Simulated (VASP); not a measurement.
VASP runs on GdP (a trial cell in the litharge structure, space group P4/nmm) share one base input (PBE GGA, plane waves, VASP's PBE PAW potentials (set 64)) and change the settings named in each case.

**INCAR**
```
SYSTEM=GdP
NELM=100   # most electronic steps
LMAXMIX=6   # l cut-off of mixed one-centre charges
PREC=Accurate
LASPH=.True.   # aspherical one-centre terms
GGA=PE   # PBE
ISMEAR=0
EDIFF=1E-6
LWAVE=.False.
ISIF=2   # forces and stress, cell fixed
ALGO=Normal   # blocked Davidson
SIGMA=0.05
LCHARG=.False.
ENCUT=400
LREAL=.False.
```

KPOINTS:
```
Automatic mesh
0
G
  5 5 4
```

POSCAR:
```
GdP
5.7738750
  0.7935982334   0.0000000000   0.0000000000
  0.0000000000   0.7935982334   0.0000000000
  0.0000000000   0.0000000000   1.0000000000
Gd P
2 2
Cartesian
  0.3967991167   0.0000000000   0.2368000000
  0.0000000000   0.3967991167   0.7632000000
  0.0000000000   0.0000000000   0.0000000000
  0.3967991167   0.3967991167   0.0000000000
```

POTCAR, in this order: Gd_3 P (PBE.64 set). Program: vasp_std.

| change | E(σ→0) (eV/atom) | largest force (eV/Å) | −TS (eV) |
|---|---|---|---|
| base run | -5.4214 | 0.199 | -0.0094 |
| NELECT = 27.5 | -5.8438 | 0.207 | -0.0017 |
| NELECT = 27.9 | -5.5059 | 0.211 | -0.0086 |
| NELECT = 27.98 | -5.4383 | 0.202 | -0.0092 |
| NELECT = 28.02 | -5.4045 | 0.195 | -0.0095 |
| NELECT = 28.1 | (withheld) | (withheld) | (withheld) |
| NELECT = 28.5 | -5.0014 | 0.088 | -0.0087 |

Question: Complete the blanks.

Answer: 
- NELECT = 28.1, E(σ→0) (eV/atom): -5.3371
- NELECT = 28.1, largest force (eV/Å): 0.181
- NELECT = 28.1, −TS (eV): -0.0099

Charged cells carry a uniform compensating background. The 4f electrons are frozen in the core of the lanthanide potential, so 4f levels, which can set the real gap, and their magnetism are missing.

Left out are runs that ran out of time, are held back, or changed the cell or the kind of run, fixed moments of cells without a moment, rows past the twelfth, gaps on odd meshes, pressures of charged cells and columns that move by less than the noise.

The structure was generated: GdP was put into the litharge type (P4/nmm), which need not be its known phase. The cell was not relaxed at this level, forces remain on its atoms.
